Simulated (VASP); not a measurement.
Output of a VASP run:

### OUTCAR
```
 ion  position               nearest neighbor table
   1  0.000  0.000  0.000-
  LATTYP: Found a body centered cubic cell.
 ALAT       =     3.2991376192
 Subroutine PRICEL returns:
 Original cell was already a primitive cell.
 Subroutine GETGRP returns: Found 48 space group operations
The static configuration has the point symmetry O_h .
The dynamic configuration has the point symmetry O_h .
 Subroutine INISYM returns: Found 48 space group operations
 Subroutine IBZKPT returns following result:
 Found    120 irreducible k-points:

 Following reciprocal coordinates:
            Coordinates               Weight
  0.000000  0.000000  0.000000      1.000000
  0.066667  0.000000  0.000000     12.000000
  0.133333  0.000000  0.000000     12.000000
  0.200000  0.000000  0.000000     12.000000
  0.266667  0.000000  0.000000     12.000000
  0.333333  0.000000  0.000000     12.000000
  0.400000  0.000000  0.000000     12.000000
  0.466667  0.000000  0.000000     12.000000
  0.066667  0.066667  0.000000     24.000000
  0.133333  0.066667 -0.000000     48.000000
  0.200000  0.066667  0.000000     48.000000
  0.266667  0.066667  0.000000     48.000000
  0.333333  0.066667  0.000000     48.000000
  0.400000  0.066667  0.000000     48.000000
  0.466667  0.066667 -0.000000     24.000000
  0.133333  0.133333  0.000000     24.000000
  0.200000  0.133333  0.000000     48.000000
  0.266667  0.133333  0.000000     48.000000
  0.333333  0.133333 -0.000000     48.000000
  0.400000  0.133333  0.000000     48.000000
  0.200000  0.200000  0.000000     24.000000
  0.266667  0.200000  0.000000     48.000000
  0.333333  0.200000 -0.000000     48.000000
  0.400000  0.200000  0.000000     24.000000
  0.266667  0.266667  0.000000     24.000000
  0.333333  0.266667 -0.000000     48.000000
  0.333333  0.333333  0.000000      8.000000
  0.066667  0.066667  0.066667      8.000000
  0.133333  0.066667  0.066667     24.000000
  0.200000  0.066667  0.066667     24.000000
  0.266667  0.066667  0.066667     24.000000
  0.333333  0.066667  0.066667     24.000000
  0.400000  0.066667  0.066667     24.000000
 -0.066667  0.066667  0.066667      6.000000
  0.133333  0.133333  0.066667     24.000000
  0.200000  0.133333  0.066667     48.000000
  0.266667  0.133333  0.066667     48.000000
  0.333333  0.133333  0.066667     48.000000
  0.400000  0.133333  0.066667     24.000000
 -0.133333  0.133333  0.066667     24.000000
   k-points           NKPTS =    120   k-points in BZ     NKDIM =    120   number of bands    NBANDS=      9
   number of dos      NEDOS =    301   number of ions     NIONS =      1
   total plane-waves  NPLWV =  13824
   dimension x,y,z NGX =    24 NGY =   24 NGZ =   24
   dimension x,y,z NGXF=    48 NGYF=   48 NGZF=   48
   ions per type =               1
   PREC   = accura    normal or accurate (medium, high low for compatibility)
   ISTART =      0    job   : 0-new  1-cont  2-samecut
   ICHARG =      2    charge: 1-file 2-atom 10-const
   ISPIN  =      1    spin polarized calculation?
   LNONCOLLINEAR =      F non collinear calculations
   LSORBIT =      F    spin-orbit coupling
   INIWAV =      1    electr: 0-lowe 1-rand  2-diag
   ENCUT  =  520.0 eV  38.22 Ry    6.18 a.u.   5.31  5.31  5.31*2*pi/ulx,y,z
   NELM   =    100;   NELMIN=  2; NELMDL= -5     # of ELM steps
   EDIFF  = 0.1E-06   stopping-criterion for ELM
   LREAL  =      F    real-space projection
   NLSPLINE    = F    spline interpolate recip. space projectors
   LMAXMIX     =    6 max onsite mixed and CHGCAR
   VOSKOWN=      0    Vosko Wilk Nusair interpolation
   EDIFFG = 0.1E-05   stopping-criterion for IOM
   NSW    =      0    number of steps for IOM
   NBLOCK =      1;   KBLOCK =      1    inner block; outer block
   IBRION =     -1    ionic relax: 0-MD 1-quasi-New 2-CG
   NFREE  =      0    steps in history (QN), initial steepest desc. (CG)
...
```

### OSZICAR
```
       N       E                     dE             d eps       ncg     rms          rms(c)
DAV:   1     0.900311897438E+01    0.90031E+01   -0.67349E+03  2160   0.120E+03
DAV:   2    -0.509594440779E+02   -0.59963E+02   -0.58990E+02  2741   0.255E+02
DAV:   3    -0.517278158436E+02   -0.76837E+00   -0.70664E+00  2509   0.285E+01
DAV:   4    -0.517372107949E+02   -0.93950E-02   -0.93583E-02  2601   0.211E+00
DAV:   5    -0.517373066384E+02   -0.95843E-04   -0.95826E-04  2422   0.163E-01    0.146E+01
DAV:   6    -0.479281019971E+02    0.38092E+01   -0.14111E+00  2239   0.166E+01    0.576E+00
DAV:   7    -0.484918764066E+02   -0.56377E+00   -0.23926E-01  2174   0.634E+00    0.179E+00
DAV:   8    -0.480853115265E+02    0.40656E+00   -0.33625E-01  2175   0.721E+00    0.690E-01
DAV:   9    -0.483785801375E+02   -0.29327E+00   -0.44014E-02  2221   0.210E+00    0.398E-01
DAV:  10    -0.483995480216E+02   -0.20968E-01   -0.42045E-03  2206   0.752E-01    0.354E-01
DAV:  11    -0.484044270069E+02   -0.48790E-02   -0.62387E-03  2200   0.963E-01    0.122E-01
DAV:  12    -0.484055941352E+02   -0.11671E-02   -0.11134E-03  2188   0.418E-01    0.399E-02
DAV:  13    -0.484055955262E+02   -0.13910E-05   -0.28182E-05  2568   0.681E-02    0.370E-02
DAV:  14    -0.484055924437E+02    0.30824E-05   -0.39352E-06  2454   0.273E-02    0.286E-02
DAV:  15    -0.484055910991E+02    0.13446E-05   -0.22729E-05  2255   0.676E-02    0.691E-03
DAV:  16    -0.484055964898E+02   -0.53907E-05   -0.19862E-06  2229   0.187E-02    0.154E-03
DAV:  17    -0.484055946105E+02    0.18793E-05   -0.28382E-07  2141   0.734E-03    0.150E-03
DAV:  18    -0.484055953014E+02   -0.69088E-06   -0.11010E-07  1094   0.458E-03    0.910E-04
DAV:  19    -0.484055949481E+02    0.35331E-06   -0.31190E-08  1089   0.259E-03    0.363E-04
DAV:  20    -0.484055951102E+02   -0.16211E-06   -0.16199E-09  1089   0.757E-04    0.195E-04
DAV:  21    -0.484055950011E+02    0.10908E-06   -0.11008E-09  1089   0.522E-04    0.341E-05
DAV:  22    -0.484055951106E+02   -0.10952E-06   -0.18190E-10  1089   0.190E-04    0.201E-05
DAV:  23    -0.484055950900E+02    0.20572E-07   -0.52364E-11  1089   0.998E-05
   1 F= -.48405595E+02 E0= -.48405435E+02  d E =-.480087E-03
```

OUTCAR:
```
------------------------ aborting loop because EDIFF is reached ----------------------------------------
  FORCE on cell =-STRESS in cart. coord.  units (eV):
  Direction    XX          YY          ZZ          XY          YZ          ZX
  --------------------------------------------------------------------------------------
  Total        0.0460331      0.0460331      0.0460331     -0.0000000     -0.0000000     -0.0000000
  in kB        4.1078057      4.1078057      4.1078057     -0.0000000     -0.0000000     -0.0000000
  external PRESSURE =       4.1078057 kB  Pullay stress =       0.0000000 kB
  volume of cell :       17.95
      direct lattice vectors                 reciprocal lattice vectors
    -1.649568810  1.649568810  1.649568810     0.000000000  0.303109514  0.303109514
     1.649568810 -1.649568810  1.649568810     0.303109514  0.000000000  0.303109514
     1.649568810  1.649568810 -1.649568810     0.303109514  0.303109514  0.000000000
 POSITION                                       TOTAL-FORCE (eV/Angst)
 -----------------------------------------------------------------------------------
      0.00000      0.00000      0.00000        -0.000000     -0.000000      0.000000
 -----------------------------------------------------------------------------------
    total drift:                                0.000000      0.000000      0.000000
  FREE ENERGIE OF THE ION-ELECTRON SYSTEM (eV)
  ---------------------------------------------------
  free  energy   TOTEN  =       -48.4055950900 eV

  energy  without entropy=      -48.4051150034  energy(sigma->0) =      -48.40543506
```
(Selected blocks of OUTCAR.)

POSCAR:
```
Ta
1
   -1.6495688096     1.6495688096     1.6495688096
    1.6495688096    -1.6495688096     1.6495688096
    1.6495688096     1.6495688096    -1.6495688096
Ta
1
Direct
  0.0000000000   0.0000000000   0.0000000000
```

Task: Reconstruct the remaining input files.

Result: Several could match; the one computed here: the input of the run itself, r2SCAN+rVV10, plane waves, VASP's PBE PAW potentials (set 64).

### KPOINTS
```
Automatic mesh
0
Gamma
15 15 15
0 0 0
```

INCAR:
```
ALGO = Normal
BPARAM = 11.95
CPARAM = 0.0093
EDIFF = 1E-7
ENCUT = 520
ISIF = 2
ISMEAR = 1
LASPH = T
LCHARG = F
LMAXMIX = 6
LMIXTAU = T
LREAL = F
LUSE_VDW = T
LWAVE = F
METAGGA = R2SCAN
NELM = 100
PREC = Accurate
SIGMA = 0.1
SYSTEM = Ta
```

POTCAR, in this order: Ta_pv (PBE.64 set). Program: vasp_std.

The compound is Ta in the bcc structure. It was relaxed first.
